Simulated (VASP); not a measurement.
Energy against volume of PbS (rock salt). Level of theory: HSE06 screened hybrid, VASP's PBE PAW potentials (set 64) (plane waves; VASP). Run with 520 eV cut-off, 6×6×6 Γ-centred mesh, Gaussian smearing of 0.050 eV, potentials Pb_d S.

```csv
V (Å³/atom),E (eV/atom)
24.631,-5.19135
25.443,-5.21094
26.255,-5.21944
27.067,-5.21848
```

**Question.** Fit these four points and predict the energy of the run at 27.879 Å³/atom.

**Answer.** A cubic in V^(−2/3), the third-order Birch-Murnaghan form, passes through the four points with V0 = 26.57 Å³/atom and B0 = 57 GPa, and gives -5.2094 eV/atom there. The run gave -5.2095 eV/atom, -0.1 meV/atom from the fit; all five points give B0 = 57 GPa.

The compound is PbS in the rock salt structure. It was relaxed first. The cell's shape comes from a PBE relaxation.
